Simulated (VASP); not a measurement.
# Ga2Ge2O3 (I2_13) in VASP: settings compared, part 2 of 2

VASP 6.6.1.

## 3. Relaxation of cell and atoms, PBE

This run uses another cell than the first one, of 22.39 Å³/atom, 1.187 times its volume.

Input file INCAR:

```
SYSTEM = Ga2Ge2O3
PREC = Accurate ; ENCUT = 520
EDIFF = 1E-7 ; ISMEAR = 0
SIGMA = 0.03 ; LREAL = .False.
LASPH = .True. ; NELM = 120
ALGO = Normal ; ISIF = 3
LWAVE = .False. ; LCHARG = .False.
GGA = PE ; IBRION = 2
NSW = 60 ; EDIFFG = -0.005
POTIM = 0.3 ; KPAR = 4
```

Input file KPOINTS:

```
Automatic mesh
0
Gamma
  4 4 4
  0 0 0
```

Input file POSCAR:

```
Ga2Ge2O3                                
1.0
   -4.2790211418      4.2790211418      4.2790211418
    4.2790211418     -4.2790211418      4.2790211418
    4.2790211418      4.2790211418     -4.2790211418
  Ga              Ge              O             
     4     4     6
Direct
     0.9960336522633887    0.9960336522633886    0.9960336522633887
     0.0000000000000000    0.5039663477366113    0.5000000000000000
     0.5000000000000000    0.0000000000000000    0.5039663477366113
     0.5039663477366113    0.5000000000000000    0.0000000000000000
     0.5000000000000000    0.0000000000000000    0.1108505751500304
     0.1108505751500304    0.5000000000000000    0.0000000000000000
     0.0000000000000000    0.1108505751500304    0.5000000000000000
     0.3891494248499694    0.3891494248499694    0.3891494248499694
     0.3389808399451353    0.0889808399451352    0.2500000000000000
     0.1610191600548648    0.4110191600548646    0.7500000000000000
     0.7500000000000000    0.1610191600548649    0.4110191600548647
     0.2500000000000000    0.3389808399451353    0.0889808399451352
     0.4110191600548647    0.7500000000000000    0.1610191600548649
     0.0889808399451352    0.2500000000000000    0.3389808399451354
```

Potentials or basis: VASP PAW PBE potentials, release 64 (Ga_d, Ge_d, O).

The run is started by

```console
> cat potpaw_PBE.64/Ga_d/POTCAR potpaw_PBE.64/Ge_d/POTCAR potpaw_PBE.64/O/POTCAR > POTCAR
> mpirun -np 4 vasp_std > vasp.out
```

OUTCAR:

```text
SYSTEM = Ga2Ge2O3
   PREC = Accurate
   ENCUT = 520
   EDIFF = 1E-7
   ISMEAR = 0
   LREAL = .False.
   LASPH = .True.
   NELM = 120
   ISIF = 3
   GGA = PE
   IBRION = 2
   NSW = 60
   EDIFFG = -0.005
   POTIM = 0.3

 ion  position               nearest neighbor table
   1  0.996  0.996  0.996-   9 2.29  12 2.29  14 2.29   8 2.91
   2  0.000  0.504  0.500-  10 2.29  11 2.29  14 2.29   7 2.91
   3  0.500  0.000  0.504-  11 2.29   9 2.29  13 2.29   5 2.91
   4  0.504  0.500  0.000-  10 2.29  12 2.29  13 2.29   6 2.91
   5  0.500  0.000  0.111-  11 1.95   9 1.95  13 1.95   3 2.91
   6  0.111  0.500  0.000-  12 1.95  10 1.95  13 1.95   4 2.91
   7  0.000  0.111  0.500-  11 1.95  10 1.95  14 1.95   2 2.91
   8  0.389  0.389  0.389-   9 1.95  12 1.95  14 1.95   1 2.91
   9  0.339  0.089  0.250-   8 1.95   5 1.95   1 2.29   3 2.29
  10  0.161  0.411  0.750-   6 1.95   7 1.95   2 2.29   4 2.29
  11  0.750  0.161  0.411-   5 1.95   7 1.95   2 2.29   3 2.29
  12  0.250  0.339  0.089-   6 1.95   8 1.95   1 2.29   4 2.29
  13  0.411  0.750  0.161-   5 1.95   6 1.95   3 2.29   4 2.29
  14  0.089  0.250  0.339-   8 1.95   7 1.95   1 2.29   2 2.29

  LATTYP: Found a body centered cubic cell.
 ALAT       =     8.5580422836

  Lattice vectors:

 A1 = (  -4.2790211418,   4.2790211418,   4.2790211418)
 A2 = (   4.2790211418,  -4.2790211418,   4.2790211418)
 A3 = (   4.2790211418,   4.2790211418,  -4.2790211418)

Analysis of symmetry for initial positions (statically):
=====================================================================
 Subroutine PRICEL returns:
 Original cell was already a primitive cell.

 Routine SETGRP: Setting up the symmetry group for a
 body centered cubic supercell.

 Subroutine GETGRP returns: Found 12 space group operations
 (whereof  3 operations were pure point group operations)
 out of a pool of 48 trial point group operations.

The static configuration has the point symmetry C_3 .
[... 163 lines left out ...]
 number of electron     144.0000046 magnetization

 Free energy of the ion-electron system (eV)
  ---------------------------------------------------
  ext. energy  EPLUGINS =         0.00000000
  ---------------------------------------------------
  free energy    TOTEN  =       -72.30490092 eV

  energy without entropy =      -72.30490092  energy(sigma->0) =      -72.30490092

------------------------ aborting loop because EDIFF is reached ----------------------------------------

  FORCE on cell =-STRESS in cart. coord.  units (eV):
  Direction    XX          YY          ZZ          XY          YZ          ZX
  --------------------------------------------------------------------------------------
  -------------------------------------------------------------------------------------
  Total        0.6141958      0.6141958      0.6141958     -0.0000000     -0.0000000      0.0000000
  in kB        3.1399604      3.1399604      3.1399604     -0.0000000     -0.0000000      0.0000000
  external PRESSURE =       3.1399604 kB  Pullay stress =       0.0000000 kB
[... 125 lines left out ...]
  FREE ENERGIE OF THE ION-ELECTRON SYSTEM (eV)
  ---------------------------------------------------
  free  energy   TOTEN  =       -72.3067828269 eV

  energy  without entropy=      -72.3067828269  energy(sigma->0) =      -72.30678283

[... ionic steps 4 to 23 ...]

--------------------------------------- Ionic step       24  -------------------------------------------

 number of electron     144.0000040 magnetization

------------------------ aborting loop because EDIFF is reached ----------------------------------------
[... 91 lines left out ...]
--------------------------------------- Ionic step       26  -------------------------------------------

 number of electron     144.0000040 magnetization

 Free energy of the ion-electron system (eV)
  ---------------------------------------------------
  ext. energy  EPLUGINS =         0.00000000
  ---------------------------------------------------
  free energy    TOTEN  =       -72.31374629 eV

  energy without entropy =      -72.31374629  energy(sigma->0) =      -72.31374629

 E-fermi :   1.4976     XC(G=0):  -8.2348

 val. band max:        1.3545513618   @ k =   0.5000   0.5000   0.5000
 cond. band min:       3.1360153760   @ k =   0.0000   0.0000   0.0000
 fundamental gap:      1.7814640142
 Fermi energy:         1.4975638013

 k-point     1 :       0.0000    0.0000    0.0000
  band No.  band energies     occupation
      1     -22.9508      2.00000
      2     -22.9508      2.00000
      3     -22.9212      2.00000
      4     -22.9212      2.00000
      5     -22.9212      2.00000
      6     -22.8666      2.00000
[... 685 lines left out ...]
     83       5.5850      0.00000
     84       5.5850      0.00000
 [bands above 84 left out]

------------------------ aborting loop because EDIFF is reached ----------------------------------------

  FORCE on cell =-STRESS in cart. coord.  units (eV):
  Direction    XX          YY          ZZ          XY          YZ          ZX
  --------------------------------------------------------------------------------------
  -------------------------------------------------------------------------------------
  Total       -0.0112023     -0.0112023     -0.0112023     -0.0000000     -0.0000000      0.0000000
  in kB       -0.0558108     -0.0558108     -0.0558108     -0.0000000     -0.0000000      0.0000000
  external PRESSURE =      -0.0558108 kB  Pullay stress =       0.0000000 kB
[... 29 lines left out ...]
  FREE ENERGIE OF THE ION-ELECTRON SYSTEM (eV)
  ---------------------------------------------------
  free  energy   TOTEN  =       -72.3137462876 eV

  energy  without entropy=      -72.3137462876  energy(sigma->0) =      -72.31374629

 reached required accuracy - stopping structural energy minimisation
```

OSZICAR:

```text
N       E                     dE             d eps       ncg     rms          rms(c)
DAV:   1     0.218234799513E+04    0.21823E+04   -0.63317E+04  1770   0.334E+03
DAV:   2     0.539144903179E+03   -0.16432E+04   -0.15440E+04  1408   0.109E+03
DAV:   3     0.825334768275E+01   -0.53089E+03   -0.49856E+03  1606   0.303E+02
[... 271 lines left out ...]
DAV:   4    -0.723137478502E+02    0.45012E-05   -0.21015E-05  1926   0.232E-02    0.866E-03
DAV:   5    -0.723137457925E+02    0.20577E-05   -0.68499E-06  2176   0.148E-02    0.339E-03
DAV:   6    -0.723137459868E+02   -0.19436E-06   -0.11877E-06  1758   0.917E-03    0.179E-03
DAV:   7    -0.723137463862E+02   -0.39942E-06   -0.69021E-07  1514   0.431E-03    0.137E-03
DAV:   8    -0.723137462876E+02    0.98687E-07   -0.16638E-07   920   0.298E-03
  26 F= -.72313746E+02 E0= -.72313746E+02  d E =-.230545E-04
```

CONTCAR:

```text
Ga2Ge2O3
   1.00000000000000
    -4.3159827229053151    4.3159827229053151    4.3159827229053151
     4.3159827229053151   -4.3159827229053151    4.3159827229053151
     4.3159827229053151    4.3159827229053151   -4.3159827229053151
  Ga              Ge              O
     4     4     6
Direct
     0.0025773504103698    0.0025773504103698    0.0025773504103698
[... 18 lines left out ...]
  0.00000000E+00  0.00000000E+00  0.00000000E+00
  0.00000000E+00  0.00000000E+00  0.00000000E+00
  0.00000000E+00  0.00000000E+00  0.00000000E+00
  0.00000000E+00  0.00000000E+00  0.00000000E+00
  0.00000000E+00  0.00000000E+00  0.00000000E+00
  0.00000000E+00  0.00000000E+00  0.00000000E+00
  0.00000000E+00  0.00000000E+00  0.00000000E+00
  0.00000000E+00  0.00000000E+00  0.00000000E+00
  0.00000000E+00  0.00000000E+00  0.00000000E+00
  0.00000000E+00  0.00000000E+00  0.00000000E+00
```

Wall time 13 min (4 MPI ranks of Intel Xeon 6975P-C (Granite Rapids), shared host); peak memory 0.57 GiB.

Results:

```yaml
Free_energy: -72.3137 eV
Relaxed_volume: 22.97 Å³/atom
Relaxed_cell: a = 7.476 Å, b = 7.476 Å, c = 7.476 Å, α = 109.47°, β = 109.47°, γ = 109.47°
Space_group_after_relaxing_to_0.05_Å: I2_13 (No. 199)
Energy_gained_by_relaxing: 0.6 meV/atom
Ionic_steps: 26
Pressure_after_relaxing: 0.0 GPa
Largest_force_after_relaxing: 0.003 eV/Å
Band_gap_on_the_k_mesh: 1.78 eV, indirect (least direct gap 2.18 eV)
```

Forces on the atoms (eV/Å):
```
Ga  -0.002 -0.002 -0.002
Ga   0.002 -0.002  0.002
Ga   0.002  0.002 -0.002
Ga  -0.002  0.002  0.002
Ge  -0.002 -0.002  0.002
Ge   0.002 -0.002 -0.002
Ge  -0.002  0.002 -0.002
Ge   0.002  0.002  0.002
O    0.000  0.000  0.000
O    0.000  0.000  0.000
O    0.000  0.000  0.000
O    0.000  0.000  0.000
O    0.000  0.000  0.000
O    0.000  0.000  0.000
```

Step by step:
| step | energy change (eV) | largest force (eV/Å) | pressure (GPa) | volume (Å³) |
| --- | --- | --- | --- | --- |
| 1 | 0.0000 | 0.0087 | 0.31 | 313.40 |
| 2 | -0.0016 | 0.0598 | 0.11 | 314.59 |
| 3 | -0.0019 | 0.0936 | 0.00 | 315.24 |
| 4 | -0.0033 | 0.0654 | 0.01 | 316.03 |
| 5 | -0.0049 | 0.0349 | 0.01 | 317.33 |
| 6 | -0.0049 | 0.0744 | 0.04 | 319.94 |
| 7 | -0.0054 | 0.0261 | 0.02 | 318.60 |
| 8 | -0.0056 | 0.0229 | -0.02 | 318.98 |
| 9 | -0.0057 | 0.0236 | -0.05 | 319.27 |
| 10 | -0.0059 | 0.0139 | -0.04 | 319.28 |
| 11 | -0.0060 | 0.0245 | 0.00 | 319.31 |
| 12 | -0.0059 | 0.0574 | 0.09 | 319.36 |
| 13 | -0.0061 | 0.0334 | 0.03 | 319.32 |
| 14 | -0.0062 | 0.0283 | 0.03 | 319.41 |
| 15 | -0.0064 | 0.0226 | 0.01 | 319.67 |
| 16 | -0.0065 | 0.0383 | -0.04 | 320.20 |
| 17 | -0.0065 | 0.0328 | -0.02 | 320.02 |
| 18 | -0.0068 | 0.0303 | -0.02 | 320.12 |
| 19 | -0.0075 | 0.0233 | -0.01 | 320.41 |
| 20 | -0.0084 | 0.0195 | 0.02 | 320.98 |
| 21 | -0.0084 | 0.0315 | 0.05 | 322.13 |
| 22 | -0.0088 | 0.0225 | 0.04 | 321.54 |
| 23 | -0.0081 | 0.0742 | -0.18 | 322.35 |
| 24 | -0.0088 | 0.0058 | -0.02 | 321.72 |
| 25 | -0.0088 | 0.0060 | -0.01 | 321.71 |
| 26 | -0.0088 | 0.0034 | -0.01 | 321.59 |

Final structure:
```
Ga Ge O
1.0
    -4.31598    4.31598    4.31598
     4.31598   -4.31598    4.31598
     4.31598    4.31598   -4.31598
Ga Ge O
4 4 6
Direct
  0.00258 0.00258 0.00258
  0.00000 0.49742 0.50000
  0.50000 0.00000 0.49742
  0.49742 0.50000 0.00000
  0.50000 0.00000 0.10870
  0.10870 0.50000 0.00000
  0.00000 0.10870 0.50000
  0.39130 0.39130 0.39130
  0.34497 0.09497 0.25000
  0.15503 0.40503 0.75000
  0.75000 0.15503 0.40503
  0.25000 0.34497 0.09497
  0.40503 0.75000 0.15503
  0.09497 0.25000 0.34497
```

A k mesh can miss the band edges. A hybrid or GW would open this gap; PBE tends to underestimate it.

## 4. Single point, r2SCAN

This run uses another cell than the first one, of 22.97 Å³/atom, 1.218 times its volume.

Input file INCAR:

```
PREC     = Accurate       # precision mode
ENCUT    = 520            # plane-wave cutoff, eV
EDIFF    = 1E-6           # SCF threshold, eV
ISMEAR   = 0              # smearing method
SIGMA    = 0.03           # smearing width, eV
LREAL    = F              # projectors in reciprocal space
LASPH    = T              # aspherical terms in the spheres
NELM     = 150            # most SCF steps
ALGO     = Normal         # electronic algorithm
ISIF     = 2              # what is computed and relaxed
LWAVE    = F              # write WAVECAR
LCHARG   = F              # write CHGCAR
METAGGA  = R2SCAN         # meta-GGA
LMIXTAU  = T            
KPAR     = 4
```

Input file KPOINTS:

```
Automatic mesh
0
Gamma
  4 4 4
```

Input file POSCAR:

```
Ga2Ge2O3                                
1.0
   -4.3159827229      4.3159827229      4.3159827229
    4.3159827229     -4.3159827229      4.3159827229
    4.3159827229      4.3159827229     -4.3159827229
  Ga              Ge              O             
     4     4     6
Direct
     0.0025773504103698    0.0025773504103698    0.0025773504103698
     0.0000000000000000    0.4974226495896302    0.5000000000000000
     0.5000000000000000    0.0000000000000000    0.4974226495896302
     0.4974226495896302    0.5000000000000000    0.0000000000000000
     0.5000000000000000    0.0000000000000000    0.1086980986793643
     0.1086980986793643    0.5000000000000000    0.0000000000000000
     0.0000000000000000    0.1086980986793643    0.5000000000000000
     0.3913019013206356    0.3913019013206356    0.3913019013206356
     0.3449744131524224    0.0949744131524225    0.2500000000000000
     0.1550255868475775    0.4050255868475776    0.7500000000000000
     0.7500000000000000    0.1550255868475775    0.4050255868475776
     0.2500000000000000    0.3449744131524224    0.0949744131524225
     0.4050255868475776    0.7500000000000000    0.1550255868475775
     0.0949744131524225    0.2500000000000000    0.3449744131524224
```

The run is started by

```console
> cat potpaw_PBE.64/Ga_d/POTCAR potpaw_PBE.64/Ge_d/POTCAR potpaw_PBE.64/O/POTCAR > POTCAR
> mpirun -np 4 vasp_std > vasp.out
```

Run time: 3.7 min. Hardware: 4 MPI ranks of Intel Xeon 6975P-C (Granite Rapids), shared host; peak memory 0.57 GiB.

The run converged. Its results:

```yaml
Free_energy: -150.0401 eV
Pressure: -2.7 GPa
Largest_force: 0.621 eV/Å
Band_gap_on_the_k_mesh: 2.01 eV, indirect (least direct gap 2.44 eV)
```

Forces on the atoms (eV/Å):
```
Ga   0.202  0.202  0.202
Ga  -0.202  0.202 -0.202
Ga  -0.202 -0.202  0.202
Ga   0.202 -0.202 -0.202
Ge   0.358  0.358 -0.358
Ge  -0.358  0.358  0.358
Ge   0.358 -0.358  0.358
Ge  -0.358 -0.358 -0.358
O    0.000  0.000  0.191
O    0.000  0.000 -0.191
O   -0.191  0.000  0.000
O    0.191  0.000  0.000
O    0.000 -0.191  0.000
O    0.000  0.191  0.000
```

Levels at points of the mesh, in eV from the valence-band top:
```tsv
k point	band 68	band 69	band 70	band 71	band 72	band 73	band 74	band 75	band 76	band 77
(0.00, 0.00, 0.00)	-1.93	-0.65	-0.65	-0.65	-0.43	2.01	2.01	2.44	2.44	2.44
(0.50, 0.00, 0.00)	-1.71	-1.30	-0.82	-0.73	-0.58	2.44	2.54	2.75	3.02	3.51
(0.50, 0.50, 0.50)	-1.90	-1.46	-1.46	-1.46	0.00	2.94	2.94	2.94	3.80	3.80
```

Caveat: the PAW data sets were made with another functional, which shifts forces and pressure a little. r2SCAN opens gaps a little over a GGA but as a rule still falls short of measured ones.
